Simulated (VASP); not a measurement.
Level of theory: AM05 GGA, VASP's PBE PAW potentials (set 64) (plane waves; VASP).

VASP ran on this input.

KPOINTS:
```
k-points along high-symmetry lines
15
Line-mode
Reciprocal
  0.000000   0.000000   0.000000 ! GAMMA
  0.500000   0.000000   0.500000 ! X

  0.500000   0.000000   0.500000 ! X
  0.625000   0.250000   0.625000 ! U

  0.375000   0.375000   0.750000 ! K
  0.000000   0.000000   0.000000 ! GAMMA

  0.000000   0.000000   0.000000 ! GAMMA
  0.500000   0.500000   0.500000 ! L

  0.500000   0.500000   0.500000 ! L
  0.500000   0.250000   0.750000 ! W

  0.500000   0.250000   0.750000 ! W
  0.500000   0.000000   0.500000 ! X
```

**INCAR**
```
SYSTEM = SrCl2
PREC = Accurate
ENCUT = 520
EDIFF = 1E-7
NELM = 100
ALGO = Normal
LREAL = .FALSE.
LASPH = .TRUE.
ISMEAR = 0
SIGMA = 0.05
GGA = AM
LMAXMIX = 4
LWAVE = .FALSE.
LCHARG = .FALSE.
LORBIT = 11
ICHARG = 11
```

File POSCAR:
```
SrCl2
6.980
  0.0000000000   0.5000000000   0.5000000000
  0.5000000000   0.0000000000   0.5000000000
  0.5000000000   0.5000000000   0.0000000000
Sr Cl
1 2
Cartesian
  0.0000000000   0.0000000000   0.0000000000
  0.2500000000   0.2500000000   0.2500000000
  0.7500000000   0.7500000000   0.7500000000
```

POTCAR, in this order: Sr_sv Cl (PBE.64 set). Program: vasp_std. Read from the step before: CHGCAR.

Output of the run:

### OUTCAR
```
 ion  position               nearest neighbor table
   1  0.000  0.000  0.000-   3 3.02   3 3.02   3 3.02   2 3.02   3 3.02   2 3.02   2 3.02   2 3.02
  LATTYP: Found a face centered cubic cell.
 ALAT       =     6.9800000000
 Subroutine PRICEL returns:
 Original cell was already a primitive cell.
 Subroutine GETGRP returns: Found 48 space group operations
The static configuration has the point symmetry O_h .
The dynamic configuration has the point symmetry O_h .
 Subroutine INISYM returns: Found 48 space group operations
   k-points           NKPTS =     90   k-points in BZ     NKDIM =     90   number of bands    NBANDS=     16
   number of dos      NEDOS =    301   number of ions     NIONS =      3
   total plane-waves  NPLWV =  64000
   dimension x,y,z NGX =    40 NGY =   40 NGZ =   40
   dimension x,y,z NGXF=    80 NGYF=   80 NGZF=   80
   ions per type =               1   2
   PREC   = accura    normal or accurate (medium, high low for compatibility)
   ISTART =      0    job   : 0-new  1-cont  2-samecut
   ICHARG =     11    charge: 1-file 2-atom 10-const
   ISPIN  =      1    spin polarized calculation?
   LNONCOLLINEAR =      F non collinear calculations
   LSORBIT =      F    spin-orbit coupling
   INIWAV =      1    electr: 0-lowe 1-rand  2-diag
   ENCUT  =  520.0 eV  38.22 Ry    6.18 a.u.   9.18  9.18  9.18*2*pi/ulx,y,z
   NELM   =    100;   NELMIN=  2; NELMDL= -5     # of ELM steps
   EDIFF  = 0.1E-06   stopping-criterion for ELM
   LREAL  =      F    real-space projection
   NLSPLINE    = F    spline interpolate recip. space projectors
   LMAXMIX     =    4 max onsite mixed and CHGCAR
   VOSKOWN=      0    Vosko Wilk Nusair interpolation
   EDIFFG = 0.1E-05   stopping-criterion for IOM
   NSW    =      0    number of steps for IOM
   NBLOCK =      1;   KBLOCK =      1    inner block; outer block
   IBRION =     -1    ionic relax: 0-MD 1-quasi-New 2-CG
   NFREE  =      0    steps in history (QN), initial steepest desc. (CG)
   ISIF   =      2    stress and relaxation
   ISYM   =      2    0-nonsym 1-usesym 2-fastsym
   TEIN   =    0.0    initial temperature
   TEBEG  =    0.0;   TEEND  =   0.0 temperature during run
   SMASS  =  -3.00    Nose mass-parameter (am)
   PSTRESS=    0.0 pullay stress
   NELECT =      24.0000    total number of electrons
   EFERMI =   0.00;   METHOD = LEGACY
   ISMEAR =     0;   SIGMA  =   0.05  broadening in eV -4-tet -1-fermi 0-gaus
   IALGO  =     38    algorithm
   LDIAG  =      T    sub-space diagonalisation (order eigenvalues)
   IMIX   =      4    mixing-type and parameters
     AMIX     =   0.40;   BMIX     =  1.00
     AMIX_MAG =   1.60;   BMIX_MAG =  1.00
     AMIN     =   0.10
   GGA     = AM    functional components
   VOSKOWN =     0    Vosko Wilk Nusair interpolation
   LHFCALC =     F    Hartree Fock is set to
   LHFONE  =     F    Hartree Fock one center treatment
   AEXX    =    0.0000 exact exchange contribution
   IVDW    =     0    specifies the selected vdW correction
   LEPSILON=     F    determine dielectric tensor
   LRPA    =     F    only Hartree local field effects (RPA)
  energy-cutoff  :      520.00
  volume of cell :       85.02
      direct lattice vectors                 reciprocal lattice vectors
     0.000000000  3.490000000  3.490000000    -0.143266476  0.143266476  0.143266476
     3.490000000  0.000000000  3.490000000     0.143266476 -0.143266476  0.143266476
     3.490000000  3.490000000  0.000000000     0.143266476  0.143266476 -0.143266476
 k-point     1 :   0.0000 0.0000 0.0000  plane waves:    2277
 k-point     2 :   0.0357 0.0000 0.0357  plane waves:    2261
 k-point     3 :   0.0714 0.0000 0.0714  plane waves:    2269
 k-point     4 :   0.1071 0.0000 0.1071  plane waves:    2281
 k-point     5 :   0.1429 0.0000 0.1429  plane waves:    2273
 k-point     6 :   0.1786 0.0000 0.1786  plane waves:    2273
 k-point     7 :   0.2143 0.0000 0.2143  plane waves:    2277
 k-point     8 :   0.2500 0.0000 0.2500  plane waves:    2293
 k-point     9 :   0.2857 0.0000 0.2857  plane waves:    2285
 k-point    10 :   0.3214 0.0000 0.3214  plane waves:    2289
 k-point    11 :   0.3571 0.0000 0.3571  plane waves:    2293
...
```

### OSZICAR
```
       N       E                     dE             d eps       ncg     rms          rms(c)
DAV:   1     0.146555303119E+03    0.14656E+03   -0.11620E+04  2880   0.134E+03
DAV:   2    -0.342872188311E+01   -0.14998E+03   -0.14684E+03  3888   0.247E+02
DAV:   3    -0.121996573461E+02   -0.87709E+01   -0.87631E+01  4064   0.633E+01
DAV:   4    -0.124872668013E+02   -0.28761E+00   -0.28754E+00  4944   0.919E+00
DAV:   5    -0.124904726544E+02   -0.32059E-02   -0.32058E-02  4136   0.823E-01
DAV:   6    -0.124905256759E+02   -0.53021E-04   -0.53021E-04  4392   0.103E-01
DAV:   7    -0.124905273417E+02   -0.16657E-05   -0.16657E-05  4344   0.153E-02
DAV:   8    -0.124905273825E+02   -0.40885E-07   -0.40880E-07  4336   0.260E-03
   1 F= -.12490527E+02 E0= -.12490527E+02  d E =-.307615E-13
```

OUTCAR:
```
 val. band max:        0.1558045514   @ k =   0.5000   0.0000   0.5000

 cond. band min:       5.4913541270   @ k =   0.0000   0.0000   0.0000



 k-point     1 :       0.0000    0.0000    0.0000
  band No.  band energies     occupation
      1     -32.6881      2.00000
      2     -14.7138      2.00000
      3     -14.7138      2.00000
      4     -14.7138      2.00000
      5     -13.0962      2.00000
      6     -12.2352      2.00000
      7      -1.9892      2.00000
      8      -1.9892      2.00000
      9      -1.9892      2.00000
     10      -0.1833      2.00000
     11      -0.1833      2.00000
     12      -0.1833      2.00000
     13       5.4914      0.00000
     14       6.2070      0.00000
     15       6.2070      0.00000
     16       9.1717      0.00000

 k-point     2 :       0.0357    0.0000    0.0357
  band No.  band energies     occupation
      1     -32.6880      2.00000
      2     -14.7197      2.00000
      3     -14.7142      2.00000
      4     -14.7142      2.00000
      5     -13.0855      2.00000
      6     -12.2393      2.00000
      7      -1.9871      2.00000
      8      -1.9871      2.00000
      9      -1.9678      2.00000
     10      -0.2272      2.00000
     11      -0.1824      2.00000
     12      -0.1824      2.00000
     13       5.5319      0.00000
     14       6.2191      0.00000
     15       6.2248      0.00000
     16       9.0390      0.00000

 k-point     3 :       0.0714    0.0000    0.0714
  band No.  band energies     occupation
      1     -32.6879      2.00000
      2     -14.7368      2.00000
      3     -14.7155      2.00000
      4     -14.7155      2.00000
      5     -13.0543      2.00000
      6     -12.2515      2.00000
      7      -1.9808      2.00000
      8      -1.9808      2.00000
      9      -1.9040      2.00000
     10      -0.3529      2.00000
     11      -0.1798      2.00000
     12      -0.1798      2.00000
     13       5.6450      0.00000
     14       6.2550      0.00000
...
```

The density is held fixed in this step, so its total energy and stress have no physical meaning.

The compound is SrCl2 in the fluorite structure. The cell was not relaxed at this level.
